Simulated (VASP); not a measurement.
Given:

```
Hf2PdSb3
1.0
    3.89397     0.00000     0.00000
    0.00000     3.89397     0.00000
    0.00000     0.00000     8.48805
Hf Sb Pd
2 3 1
Direct
  0.50000   0.00000   0.73863
  0.00000   0.50000   0.26137
  0.50000   0.00000   0.38107
  0.00000   0.50000   0.61893
  0.00000   0.00000   0.00000
  0.50000   0.50000   0.00000
```

The numbers are results of PBEsol GGA, VASP's PBE PAW potentials (set 64) (plane waves; VASP), not measurements. Settings: 400 eV cut-off, 9×9×4 Γ-centred mesh, tetrahedra with Blöchl corrections, potentials Hf_pv Sb Pd.

The cores are frozen, which limits the accuracy of field gradients.

Give the principal components of the electric field gradient (V/Å²) and the asymmetry η at each nucleus.

```json
[
 {"atom": "Hf1", "Vxx": "5.6", "Vyy": "0.7", "Vzz": "-6.3", "η": "0.78"},
 {"atom": "Hf2", "Vxx": "5.6", "Vyy": "0.7", "Vzz": "-6.3", "η": "0.78"},
 {"atom": "Sb3", "Vxx": "-50.9", "Vyy": "-5.9", "Vzz": "56.7", "η": "0.79"},
 {"atom": "Sb4", "Vxx": "-50.9", "Vyy": "-5.9", "Vzz": "56.7", "η": "0.79"},
 {"atom": "Sb5", "Vxx": "92.4", "Vyy": "92.4", "Vzz": "-184.8", "η": "0.00"},
 {"atom": "Pd6", "Vxx": "-47.1", "Vyy": "-47.1", "Vzz": "94.2", "η": "0.00"}
]
```

The structure comes from a computed database's Hf2Sb3Pd entry (P-4m2); how it stands against other phases isn't given here. It was relaxed first.
